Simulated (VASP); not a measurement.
For cubic BeTe (zinc blende), LDA (Ceperley-Alder, Perdew-Zunger), VASP's LDA PAW potentials (set 64) (VASP) gives ε∞ = 7.51, a static ε₀ = 8.41 and a transverse optical mode at 481 cm⁻¹.

Q: Estimate the longitudinal optical frequency at Γ.

A: By the Lyddane-Sachs-Teller relation, ω_LO = ω_TO √(ε₀/ε∞) = 481 × √(8.41/7.51) = 509 cm⁻¹.

The compound is BeTe in the zinc blende structure. It was relaxed first.
